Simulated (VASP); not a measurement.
Output of a VASP run:

OSZICAR:
```
...
DAV:   2    -0.228647892667E+02    0.33419E+02   -0.62725E+01   803   0.121E+02    0.222E+01
DAV:   3    -0.154268111176E+02    0.74380E+01   -0.16663E+01   853   0.595E+01    0.909E+00
DAV:   4    -0.150658690414E+02    0.36094E+00   -0.14167E+00   862   0.103E+01    0.213E+00
DAV:   5    -0.150344037658E+02    0.31465E-01   -0.19365E-01   890   0.586E+00    0.235E+00
DAV:   6    -0.150404809609E+02   -0.60772E-02   -0.19150E-02   869   0.120E+00    0.212E-01
DAV:   7    -0.150404693734E+02    0.11588E-04   -0.12025E-03   842   0.315E-01    0.739E-02
DAV:   8    -0.150404209660E+02    0.48407E-04   -0.16480E-04   865   0.983E-02    0.299E-02
DAV:   9    -0.150404224178E+02   -0.14518E-05   -0.72184E-06   886   0.250E-02    0.637E-03
DAV:  10    -0.150404229502E+02   -0.53237E-06   -0.52922E-07   484   0.606E-03
   2 F= -.15040423E+02 E0= -.15040462E+02  d E =-.136472E+00
       N       E                     dE             d eps       ncg     rms          rms(c)
DAV:   1    -0.261035396287E+02   -0.11063E+02   -0.29657E+02   812   0.254E+02    0.271E+01
DAV:   2    -0.181926308301E+02    0.79109E+01   -0.26972E+01   831   0.494E+01    0.915E+00
DAV:   3    -0.175411847821E+02    0.65145E+00   -0.16222E+00   926   0.125E+01    0.344E+00
DAV:   4    -0.173812235143E+02    0.15996E+00   -0.46068E-01   862   0.657E+00    0.740E-01
DAV:   5    -0.173861704506E+02   -0.49469E-02   -0.13057E-02  1010   0.118E+00    0.575E-01
DAV:   6    -0.173882222403E+02   -0.20518E-02   -0.29821E-03   875   0.453E-01    0.847E-02
DAV:   7    -0.173882494740E+02   -0.27234E-04   -0.11015E-04   882   0.938E-02    0.317E-02
DAV:   8    -0.173882507854E+02   -0.13114E-05   -0.15639E-05   949   0.281E-02    0.882E-03
DAV:   9    -0.173882496521E+02    0.11333E-05   -0.44593E-06   840   0.155E-02    0.241E-03
DAV:  10    -0.173882499022E+02   -0.25012E-06   -0.10187E-07   427   0.266E-03
   3 F= -.17388250E+02 E0= -.17388344E+02  d E =-.248430E+01
       N       E                     dE             d eps       ncg     rms          rms(c)
DAV:   1    -0.174281573278E+02   -0.39908E-01   -0.83466E-01   812   0.118E+01    0.141E+00
DAV:   2    -0.174049240099E+02    0.23233E-01   -0.49354E-02   822   0.239E+00    0.464E-01
DAV:   3    -0.174014448771E+02    0.34791E-02   -0.87193E-03  1000   0.101E+00    0.125E-01
DAV:   4    -0.174011138590E+02    0.33102E-03   -0.13237E-03   913   0.286E-01    0.463E-02
DAV:   5    -0.174011145368E+02   -0.67773E-06   -0.16288E-04   888   0.121E-01    0.467E-02
DAV:   6    -0.174011207812E+02   -0.62444E-05   -0.22164E-05   862   0.349E-02    0.327E-03
DAV:   7    -0.174011204990E+02    0.28214E-06   -0.39784E-07   470   0.588E-03
   4 F= -.17401120E+02 E0= -.17401186E+02  d E =-.249717E+01
       N       E                     dE             d eps       ncg     rms          rms(c)
DAV:   1    -0.174088318723E+02   -0.77111E-02   -0.19468E-01   809   0.576E+00    0.688E-01
DAV:   2    -0.174034385780E+02    0.53933E-02   -0.11513E-02   825   0.115E+00    0.226E-01
DAV:   3    -0.174026404197E+02    0.79816E-03   -0.19622E-03  1000   0.481E-01    0.596E-02
DAV:   4    -0.174025636479E+02    0.76772E-04   -0.29851E-04   910   0.139E-01    0.229E-02
DAV:   5    -0.174025656149E+02   -0.19669E-05   -0.31770E-05   902   0.548E-02    0.218E-02
DAV:   6    -0.174025681793E+02   -0.25645E-05   -0.43571E-06   835   0.156E-02    0.144E-03
DAV:   7    -0.174025680127E+02    0.16666E-06   -0.77557E-08   415   0.256E-03
   5 F= -.17402568E+02 E0= -.17402638E+02  d E =-.249862E+01
```

### OUTCAR
```
------------------------ aborting loop because EDIFF is reached ----------------------------------------
  FORCE on cell =-STRESS in cart. coord.  units (eV):
  Direction    XX          YY          ZZ          XY          YZ          ZX
  --------------------------------------------------------------------------------------
  Total        0.0159588      0.0159588      0.0159588     -0.0000000     -0.0000000      0.0000000
  in kB        0.8174130      0.8174130      0.8174130     -0.0000000     -0.0000000      0.0000000
  external PRESSURE =       0.8174130 kB  Pullay stress =       0.0000000 kB
  volume of cell :       31.28
      direct lattice vectors                 reciprocal lattice vectors
     3.150815489 -0.000000000  0.000000000     0.317378153 -0.000000000 -0.000000000
     0.000000000  3.150815489  0.000000000     0.000000000  0.317378153 -0.000000000
     0.000000000  0.000000000  3.150815489    -0.000000000  0.000000000  0.317378153
 POSITION                                       TOTAL-FORCE (eV/Angst)
 -----------------------------------------------------------------------------------
      0.00000      0.00000      0.00000        -0.000000      0.000000      0.000000
      1.57541      1.57541      1.57541         0.000000     -0.000000      0.000000
 -----------------------------------------------------------------------------------
    total drift:                                0.000000      0.000000      0.000000
  FREE ENERGIE OF THE ION-ELECTRON SYSTEM (eV)
  ---------------------------------------------------
  free  energy   TOTEN  =       -17.4025680127 eV

  energy  without entropy=      -17.4027771344  energy(sigma->0) =      -17.40263772

 reached required accuracy - stopping structural energy minimisation
```
(Selected blocks of OUTCAR.)

### POSCAR
```
TaSi
1
    3.6530000000     0.0000000000     0.0000000000
    0.0000000000     3.6530000000     0.0000000000
    0.0000000000     0.0000000000     3.6530000000
Ta Si
1 1
Direct
  0.0000000000   0.0000000000   0.0000000000
  0.5000000000   0.5000000000   0.5000000000
```

### Question
Write an INCAR and KPOINTS that could have produced this output.

### Answer
One answer among several that fit: the input of the run itself, PBE GGA, plane waves, VASP's PBE PAW potentials (set 64).

### INCAR
```
SYSTEM = TaSi
PREC = Accurate; ENCUT = 400; LREAL = .FALSE.
LASPH = .TRUE.
EDIFF = 1E-6; NELM = 100; ALGO = Normal
LMAXMIX = 6
ISMEAR = 1; SIGMA = 0.1
GGA = PE
IBRION = 2; NSW = 60; ISIF = 3
EDIFFG = -0.01
LWAVE = .FALSE.; LCHARG = .FALSE.
```

File KPOINTS:
```
Automatic
0
G
  9 9 9
```

POTCAR, in this order: Ta_pv Si (PBE.64 set). Program: vasp_std.

Energy and stress use the plane-wave basis of the starting cell.

The structure was generated: TaSi was put into the CsCl type type (Pm-3m), which need not be its known phase. This run relaxes it. Symmetry was kept, so distortions that lower it aren't found. The electron count is odd and the run is not spin-polarised, which forces a metal.
